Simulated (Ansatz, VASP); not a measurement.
# Cross-check of Na3BrO between VASP and Ansatz

One calculation is typed for both programs; each brings its own data sets. How far apart do they land? The cell is taken from a series of runs on this material, whose earlier steps may have relaxed, scaled, displaced or heated it; both programs get it as it stands.

Program: Ansatz 0.2.0. Level of theory: plane waves, with VASP 6.6.1 beside it; relaxation of cell and atoms at r2SCAN. Results are calculated unless marked as measured.

**1. Starting point**

It takes space group Pm-3m (No. 221, cubic). The conventional cell has a = 4.533 Å, b = 4.533 Å, c = 4.533 Å, α = 90.00°, β = 90.00°, γ = 90.00°. Nearest to Na lie 2 O at 2.27 Å and 8 Na at 3.21 Å and 4 Br at 3.21 Å. Nearest to Br lie 12 Na at 3.21 Å. Nearest to O lie 6 Na at 2.27 Å. Farther neighbours and most contacts between anions are not listed.

Structure file:

```xyz
5
Lattice="4.5331 0.0000 0.0000 0.0000 4.5331 0.0000 0.0000 0.0000 4.5331" Properties=species:S:1:pos:R:3 pbc="T T T"
Na    0.0000    2.2666    2.2666
Na    2.2666    0.0000    2.2666
Na    2.2666    2.2666    0.0000
Br    0.0000    0.0000    0.0000
O     2.2666    2.2666    2.2666
```

**2. VASP: relaxation of cell and atoms, r2SCAN**

The relaxed volume is the usual yardstick between codes: in a stiff, nearly cubic crystal its relative difference is about their pressure difference at one cell divided by the bulk modulus.

Lines of VASP's logs that name or quote its potential files are left out, and so is its time.

INCAR

```
SYSTEM = Na3BrO
PREC = Accurate
ENCUT = 660
EDIFF = 1E-07
NELM = 120
ISMEAR = 0
SIGMA = 0.01
LREAL = .FALSE.
ALGO = Normal
METAGGA = R2SCAN
LASPH = .TRUE.
NBANDS = 23
LORBIT = 11
LWAVE = .FALSE.
LCHARG = .FALSE.
ISIF = 3
IBRION = 2
NSW = 80
EDIFFG = -0.005
GGA_COMPAT = .FALSE.
NELMIN = 4
EFERMI = MIDGAP
LMIXTAU = .TRUE.
KPAR = 2
```

POSCAR

```
Na3BrO
1.0
    4.5331300000      0.0000000000      0.0000000000
    0.0000000000      4.5331300000      0.0000000000
    0.0000000000      0.0000000000      4.5331300000
Na Br O
3 1 1
Direct
    0.0000000000      0.5000000000      0.5000000000
    0.5000000000      0.0000000000      0.5000000000
    0.5000000000      0.5000000000      0.0000000000
    0.0000000000      0.0000000000      0.0000000000
    0.5000000000      0.5000000000      0.5000000000
```

KPOINTS

```
Automatic mesh
0
Gamma
4 4 4
0 0 0
```

PAW data sets: Na_pv, Br and O (PBE family, release 64).

Run with:

```sh
$ mpirun -np 2 vasp_std
```

Numbers of over 12 decimals in the logs are rounded to 6 here.

The log of the run:

```text
[banner, memory and clock lines left out]
running    2 mpi-ranks, on    1 nodes
 distrk:  each k-point on    1 cores,    2 groups
 distr:  one band on    1 cores,    1 groups

 POSCAR found type information on POSCAR NaBrO
 POSCAR found :  3 types and       5 ions
|                                                                             |
|               ----> ADVICE to this user running VASP <----                  |
|                                                                             |
|     You enforced a specific xc type in the INCAR file but a different       |
|     [... a line on the potential file left out ...]
|     I HOPE YOU KNOW WHAT YOU ARE DOING!                                     |
|                                                                             |

 LDA part: xc-table for (None), standard interpolation
 POSCAR, INCAR and KPOINTS ok, starting setup
 FFT: planning ... GRIDC
 FFT: planning ... GRID_SOFT
 FFT: planning ... GRID
 WAVECAR not read
 entering main loop
       N       E                     dE             d eps       ncg     rms          rms(c)
DAV:   1     0.348889821150E+03    0.34889E+03   -0.20668E+04   460   0.199E+03
DAV:   2    -0.175478430903E+01   -0.35064E+03   -0.33438E+03   481   0.504E+02
DAV:   3    -0.455116204779E+02   -0.43757E+02   -0.43042E+02   559   0.162E+02
DAV:   4    -0.472725885770E+02   -0.17610E+01   -0.17587E+01   530   0.326E+01
DAV:   5    -0.473107039616E+02   -0.38115E-01   -0.38112E-01   544   0.493E+00    0.967E+00
DAV:   6    -0.388995797910E+02    0.84111E+01   -0.11273E+01   682   0.318E+01    0.341E+00
DAV:   7    -0.372451205576E+02    0.16545E+01   -0.75025E-01   481   0.811E+00    0.225E+00
DAV:   8    -0.392788440919E+02   -0.20337E+01   -0.70783E-01   460   0.691E+00    0.746E-01
DAV:   9    -0.375935884657E+02    0.16853E+01   -0.41930E-01   460   0.568E+00    0.358E-01
DAV:  10    -0.387389869109E+02   -0.11454E+01   -0.27752E-01   460   0.526E+00    0.279E-01
DAV:  11    -0.379193698006E+02    0.81962E+00   -0.16093E-01   460   0.438E+00    0.191E-01
DAV:  12    -0.376133475289E+02    0.30602E+00   -0.11883E-01   460   0.353E+00    0.996E-02
DAV:  13    -0.378005649108E+02   -0.18722E+00   -0.63910E-02   460   0.208E+00    0.122E-01
DAV:  14    -0.378020034084E+02   -0.14385E-02   -0.12967E-03   542   0.391E-01    0.584E-02
[...]
DAV:  20    -0.378045358714E+02   -0.22210E-04   -0.10180E-05   488   0.303E-02    0.789E-03
DAV:  21    -0.378045397882E+02   -0.39169E-05   -0.59724E-06   614   0.227E-02    0.207E-03
DAV:  22    -0.378045464365E+02   -0.66483E-05   -0.33476E-06   496   0.192E-02    0.397E-03
DAV:  23    -0.378045542878E+02   -0.78512E-05   -0.17509E-06   512   0.152E-02    0.297E-03
DAV:  24    -0.378045556243E+02   -0.13366E-05   -0.73704E-07   521   0.741E-03    0.625E-04
DAV:  25    -0.378045562790E+02   -0.65469E-06   -0.13461E-07   346   0.351E-03    0.100E-03
DAV:  26    -0.378045568570E+02   -0.57792E-06   -0.79574E-08   328   0.329E-03    0.362E-04
DAV:  27    -0.378045569179E+02   -0.60973E-07   -0.14093E-08   251   0.122E-03
   1 F= -.37804557E+02 E0= -.37804557E+02  d E =-.378046E+02
[...]
2 F= -.37804891E+02 E0= -.37804891E+02  d E =-.334110E-03
[...]
3 F= -.37804924E+02 E0= -.37804924E+02  d E =-.367128E-03
[...]
4 F= -.37804975E+02 E0= -.37804975E+02  d E =-.417748E-03
 curvature:  -0.50 expect dE=-0.103E-04 dE for cont linesearch -0.103E-04
 ZBRENT: increasing intervall
 opt :   1.8253  next Energy=   -37.804993 (dE=-0.436E-03)
 bond charge predicted
       N       E                     dE             d eps       ncg     rms          rms(c)
DAV:   1    -0.378053612633E+02   -0.38662E-03   -0.90792E-03   531   0.129E+00    0.131E-01
DAV:   2    -0.378051106719E+02    0.25059E-03   -0.89395E-04   460   0.227E-01    0.547E-02
DAV:   3    -0.378050493525E+02    0.61319E-04   -0.77284E-05   580   0.936E-02    0.284E-02
DAV:   4    -0.378050347724E+02    0.14580E-04   -0.34000E-05   500   0.741E-02    0.679E-03
DAV:   5    -0.378050482569E+02   -0.13485E-04   -0.23346E-05   460   0.470E-02    0.335E-03
DAV:   6    -0.378050596347E+02   -0.11378E-04   -0.23209E-06   460   0.150E-02    0.704E-04
DAV:   7    -0.378050616617E+02   -0.20270E-05   -0.23088E-06   460   0.151E-02    0.132E-03
DAV:   8    -0.378050619869E+02   -0.32523E-06   -0.79579E-07   380   0.666E-03    0.764E-04
DAV:   9    -0.378050625708E+02   -0.58385E-06   -0.12279E-07   326   0.295E-03    0.131E-04
DAV:  10    -0.378050631641E+02   -0.59331E-06   -0.11651E-08   230   0.121E-03    0.566E-05
DAV:  11    -0.378050634175E+02   -0.25338E-06   -0.29024E-09   230   0.741E-04    0.330E-05
DAV:  12    -0.378050635211E+02   -0.10360E-06   -0.10582E-09   230   0.446E-04    0.286E-05
DAV:  13    -0.378050635628E+02   -0.41718E-07   -0.28752E-10   230   0.255E-04
   5 F= -.37805064E+02 E0= -.37805064E+02  d E =-.506645E-03
 curvature:  -0.90 expect dE=-0.180E-06 dE for cont linesearch -0.180E-06
 trial: gam=-0.02656 g(F)=  0.102E-66 g(S)=  0.201E-06 ort = 0.736E-05 (trialstep = 0.117E+01)
 search vector abs. value=  0.250E-09
 reached required accuracy - stopping structural energy minimisation
```

OUTCAR, selected parts (step 2):

```text
ion  position               nearest neighbor table
   1  0.000  0.500  0.500-   5 2.27   5 2.27
   2  0.500  0.000  0.500-   5 2.27   5 2.27
   3  0.500  0.500  0.000-   5 2.27   5 2.27
   4  0.000  0.000  0.000-
   5  0.500  0.500  0.500-   1 2.27   2 2.27   3 2.27   3 2.27   2 2.27   1 2.27

  LATTYP: Found a simple cubic cell.
 ALAT       =     4.5331300000

 Subroutine GETGRP returns: Found 48 space group operations
 (whereof 48 operations were pure point group operations)

The static configuration has the point symmetry O_h .

 Found     10 irreducible k-points:

   k-points           NKPTS =     10   k-points in BZ     NKDIM =     10   number of bands    NBANDS=     23

   dimension x,y,z NGX =    40 NGY =   40 NGZ =   40
   dimension x,y,z NGXF=    80 NGYF=   80 NGZF=   80

   ENCUT  =  660.0 eV  48.51 Ry    6.96 a.u.   9.50  9.50  9.50*2*pi/ulx,y,z

   NELECT =      34.0000    total number of electrons

 k-points in reciprocal lattice and weights: Automatic mesh
   0.00000000  0.00000000  0.00000000       0.016
   0.25000000  0.00000000  0.00000000       0.094
   0.50000000  0.00000000  0.00000000       0.047
   0.25000000  0.25000000  0.00000000       0.188
   0.50000000  0.25000000  0.00000000       0.188
   0.50000000  0.50000000  0.00000000       0.047
   0.25000000  0.25000000  0.25000000       0.125
   0.50000000  0.25000000  0.25000000       0.188
   0.50000000  0.50000000  0.25000000       0.094
   0.50000000  0.50000000  0.50000000       0.016

 average (electrostatic) potential at core
       1 -51.6697       2 -51.6697       3 -51.6697       4 -69.3374       5 -74.3420

 E-fermi :   2.1813

 k-point     1 :       0.0000    0.0000    0.0000
  band No.  band energies     occupation
    ...
     13      -2.1267      2.00000
     14      -2.1267      2.00000
     15       0.8770      2.00000
     16       0.8770      2.00000
     17       0.8770      2.00000
     18       3.4857      0.00000
     19       6.2117      0.00000
     20       6.2117      0.00000
     21      10.4183      0.00000
     22      10.4183      0.00000
    ...

 k-point     2 :       0.2500    0.0000    0.0000
  band No.  band energies     occupation
    ...
     13      -2.0748      2.00000
     14      -2.0748      2.00000
     15       0.4588      2.00000
     16       0.7972      2.00000
     17       0.7972      2.00000
     18       4.5234      0.00000
     19       6.4847      0.00000
     20       7.0754      0.00000
     21       9.7114      0.00000
     22       9.7114      0.00000
    ...

 k-point     3 :       0.5000    0.0000    0.0000
  band No.  band energies     occupation
    ...
     13      -2.0197      2.00000
     14      -2.0197      2.00000
     15       0.1505      2.00000
     16       0.7136      2.00000
     17       0.7136      2.00000
     18       5.6579      0.00000
     19       6.8209      0.00000
     20       7.4837      0.00000
     21       9.2841      0.00000
     22       9.2841      0.00000
    ...

  Total       -0.0026344     -0.0026344     -0.0026344      0.0000000      0.0000000     -0.0000000
  in kB       -0.0455424     -0.0455424     -0.0455424      0.0000000      0.0000000     -0.0000000
  external PRESSURE =      -0.0455424 kB  Pullay stress =       0.0000000 kB

  energy-cutoff  :      660.00
  volume of cell :       92.68
      direct lattice vectors                 reciprocal lattice vectors
     4.525428800  0.000000000 -0.000000000     0.220973535 -0.000000000 -0.000000000
     0.000000000  4.525428800  0.000000000    -0.000000000  0.220973535  0.000000000
     0.000000000 -0.000000000  4.525428800     0.000000000 -0.000000000  0.220973535

 POSITION                                       TOTAL-FORCE (eV/Angst)
 -----------------------------------------------------------------------------------
      0.00000      2.26271      2.26271        -0.000000      0.000000      0.000000
      2.26271     -0.00000      2.26271        -0.000000      0.000000      0.000000
      2.26271      2.26271     -0.00000         0.000000     -0.000000      0.000000
      0.00000      0.00000      0.00000         0.000000     -0.000000      0.000000
      2.26271      2.26271      2.26271         0.000000     -0.000000      0.000000
 -----------------------------------------------------------------------------------
    total drift:                               -0.000000      0.000000     -0.000000

  FREE ENERGIE OF THE ION-ELECTRON SYSTEM (eV)
  ---------------------------------------------------
  free  energy   TOTEN  =       -37.8050635628 eV

  energy  without entropy=      -37.8050635628  energy(sigma->0) =      -37.80506356

 reached required accuracy - stopping structural energy minimisation

 total charge
# of ion       s       p       d       tot
------------------------------------------
    1        0.063   5.997   0.000   6.060
    2        0.063   5.997   0.000   6.060
    3        0.063   5.997   0.000   6.060
    4        1.596   3.330   0.004   4.930
    5        1.544   3.443   0.000   4.987
--------------------------------------------------
tot          3.329  24.764   0.004  28.097

[... 3 further parts left out ...]
```

CONTCAR:

```
Na3BrO
   1.00000000000000
     4.5254287999524161    0.0000000000000000   -0.0000000000000000
     0.0000000000000000    4.5254287999524161    0.0000000000000000
     0.0000000000000000   -0.0000000000000000    4.5254287999524161
  Na              Br              O
     3     1     1
Direct
     0.0000000000000000    0.5000000000000000    0.5000000000000000
     0.5000000000000000    0.0000000000000000    0.5000000000000000
     0.5000000000000000    0.5000000000000000    0.0000000000000000
     0.0000000000000000    0.0000000000000000    0.0000000000000000
     0.5000000000000000    0.5000000000000000    0.5000000000000000
```

(Continued in part 2 of 2.)

[Lines on the potential files, build, host, timing and source positions are cut from VASP's logs without a mark.]

[Logs are printed without paths, hosts, clocks, repeated set-up lines and the standing remarks that a program may print on its own settings, such as how far it seeks lower states.]

[Hosts, paths, dates, database ids (printed as entryN), source tags and the programs' standing remarks are cut or masked in the printed files.]
